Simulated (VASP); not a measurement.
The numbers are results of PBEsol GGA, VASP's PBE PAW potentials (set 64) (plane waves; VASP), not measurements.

VASP ran on this input.

INCAR:
```
! general
SYSTEM =TiB2
PREC   =Accurate
ENCUT  =520   ! plane-wave cut-off (eV)
LREAL  =.FALSE.
LASPH  =.TRUE.   ! aspherical one-centre terms

! electronic loop
EDIFF  =1E-7   ! SCF stop (eV)
NELM   =100   ! most electronic steps
ALGO   =Normal   ! blocked Davidson
LMAXMIX=4   ! l cut-off of mixed one-centre charges

! smearing
ISMEAR =-5

! functional
GGA    =PS

! ions
ISIF   =2

! output
LWAVE  =.FALSE.
LCHARG =.TRUE.
LORBIT =11   ! lm-projected
NEDOS  =601   ! DOS grid
```

KPOINTS:
```
Automatic mesh
0
Gamma
13 13 11
0 0 0
```

### POSCAR
```
TiB2
1
    3.0180070899     0.0000000000     0.0000000000
   -1.5090035449     2.6136706572    -0.0000000000
   -0.0000000000     0.0000000000     3.1864557815
Ti B
1 2
Direct
  0.0000000000   0.0000000000   0.0000000000
  0.3333330000   0.6666670000   0.5000000000
  0.6666670000   0.3333330000   0.5000000000
```

POTCAR, in this order: Ti_sv B (PBE.64 set). Program: vasp_std.

The resulting files:

OSZICAR:
```
       N       E                     dE             d eps       ncg     rms          rms(c)
DAV:   1     0.124859417276E+03    0.12486E+03   -0.93300E+03  3276   0.159E+03
DAV:   2    -0.214623407402E+02   -0.14632E+03   -0.14315E+03  3361   0.393E+02
DAV:   3    -0.305437836064E+02   -0.90814E+01   -0.89990E+01  4853   0.927E+01
DAV:   4    -0.308324862006E+02   -0.28870E+00   -0.28806E+00  4148   0.151E+01
DAV:   5    -0.308416932289E+02   -0.92070E-02   -0.92083E-02  4875   0.233E+00    0.176E+01
DAV:   6    -0.257480490677E+02    0.50936E+01   -0.25210E+01  4336   0.603E+01    0.399E+00
DAV:   7    -0.257897618311E+02   -0.41713E-01   -0.15527E+00  3592   0.147E+01    0.351E+00
DAV:   8    -0.257992222220E+02   -0.94604E-02   -0.16398E-01  4840   0.368E+00    0.733E-01
DAV:   9    -0.257915074229E+02    0.77148E-02   -0.64157E-02  4374   0.333E+00    0.240E-01
DAV:  10    -0.257909234650E+02    0.58396E-03   -0.46540E-03  4114   0.970E-01    0.866E-02
DAV:  11    -0.257909029273E+02    0.20538E-04   -0.19846E-04  4615   0.184E-01    0.557E-02
DAV:  12    -0.257909030994E+02   -0.17211E-06   -0.14679E-04  4238   0.166E-01    0.103E-02
DAV:  13    -0.257908966743E+02    0.64251E-05   -0.97337E-06  3985   0.414E-02    0.189E-03
DAV:  14    -0.257908974790E+02   -0.80470E-06   -0.22607E-07  3408   0.536E-03    0.600E-04
DAV:  15    -0.257908977610E+02   -0.28196E-06   -0.32116E-08  1848   0.197E-03    0.277E-04
DAV:  16    -0.257908977734E+02   -0.12420E-07   -0.10729E-08  1773   0.957E-04
   1 F= -.25790898E+02 E0= -.25790898E+02  d E =0.000000E+00
```

File OUTCAR:
```
------------------------ aborting loop because EDIFF is reached ----------------------------------------
  FORCE on cell =-STRESS in cart. coord.  units (eV):
  Direction    XX          YY          ZZ          XY          YZ          ZX
  --------------------------------------------------------------------------------------
  Total        0.0648213      0.0648213     -0.0688013      0.0000000      0.0000000      0.0000000
  in kB        4.1318928      4.1318923     -4.3855949      0.0000000      0.0000000      0.0000000
  external PRESSURE =       1.2927301 kB  Pullay stress =       0.0000000 kB
  volume of cell :       25.14
      direct lattice vectors                 reciprocal lattice vectors
     3.018007090  0.000000000  0.000000000     0.331344483  0.191301838  0.000000000
    -1.509003545  2.613670657  0.000000000     0.000000000  0.382603676  0.000000000
     0.000000000  0.000000000  3.186455781     0.000000000  0.000000000  0.313828300
 POSITION                                       TOTAL-FORCE (eV/Angst)
 -----------------------------------------------------------------------------------
      0.00000      0.00000      0.00000         0.000000      0.000000     -0.000000
     -0.00000      1.74245      1.59323         0.000000     -0.000000     -0.000000
      1.50901      0.87122      1.59323        -0.000000      0.000000      0.000000
 -----------------------------------------------------------------------------------
    total drift:                                0.000000      0.000000      0.000000
  FREE ENERGIE OF THE ION-ELECTRON SYSTEM (eV)
  ---------------------------------------------------
  free  energy   TOTEN  =       -25.7908977734 eV

  energy  without entropy=      -25.7908977734  energy(sigma->0) =      -25.79089777

 total charge

# of ion       s       p       d       tot
------------------------------------------
    1        2.183   6.223   2.070  10.476
    2        0.688   1.336   0.000   2.023
    3        0.688   1.336   0.000   2.023
--------------------------------------------------
tot          3.558   8.894   2.070  14.522
```
(Selected blocks of OUTCAR.)

For a metal the tetrahedron method with Blöchl corrections gives inexact stress and forces.

The structure comes from a measured TiB2 entry (P6/mmm) of the Crystallography Open Database, whose conditions weren't checked. It was relaxed first.
